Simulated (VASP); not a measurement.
A VASP calculation is set up with these files.

File KPOINTS:
```
Automatic
0
gamma
4 4 4
```

File POSCAR:
```
Si
5.44370
  0.0000000000   0.5000000000   0.5000000000
  0.5000000000   0.0000000000   0.5000000000
  0.5000000000   0.5000000000   0.0000000000
Si
2
Cartesian
  0.2500000000   0.2500000000   0.2500000000
  0.0000000000   0.0000000000   0.0000000000
```

INCAR:
```
! general
SYSTEM=Si
PREC  =Normal
ENCUT =350
LREAL =.FALSE.
LASPH =.TRUE.

! electronic loop
EDIFF =1E-8
NELM  =100
ALGO  =Normal

! smearing
ISMEAR=0
SIGMA =0.01

! functional
GGA   =PE

! output
LWAVE =.TRUE.
LCHARG=.FALSE.
```

POTCAR, in this order: Si_GW (PBE.64 set). Program: vasp_std.

Problem. Write an equivalent input for Quantum ESPRESSO's pw.x.

Solution. One equivalent input (not run):
```
&CONTROL
  calculation = 'scf'
  pseudo_dir = './pseudo'
  outdir = './out'
  tprnfor = .true.
  tstress = .true.
/
&SYSTEM
  ibrav = 0
  nat = 2
  ntyp = 1
  ecutwfc = 36
  occupations = 'smearing'
  smearing = 'gaussian'
  degauss = 0.000735
  input_dft = 'pbe'
/
&ELECTRONS
  conv_thr = 7.3e-10
  electron_maxstep = 100
/
ATOMIC_SPECIES
  Si 28.085 Si.upf
CELL_PARAMETERS angstrom
     0.0000000    2.7218500    2.7218500
     2.7218500    0.0000000    2.7218500
     2.7218500    2.7218500    0.0000000
ATOMIC_POSITIONS crystal
  Si   0.2500000  0.2500000  0.2500000
  Si   0.0000000  0.0000000  0.0000000
K_POINTS automatic
  4 4 4 0 0 0
```
Limits of the translation: the potentials are each code's own (VASP's PAW set, PseudoDojo norm-conserving files in pw.x), so ENCUT and ecutwfc are chosen apart and not converted; conv_thr bounds pw.x's estimated SCF error, while EDIFF bounds the energy change between steps.

The structure comes from a computed database's Si entry (Fd-3m); how it stands against other phases isn't given here. The cell was not relaxed at this level. The k-mesh is coarse (spacing up to 0.50 per Å, 2π included), so the numbers may not be converged in it.
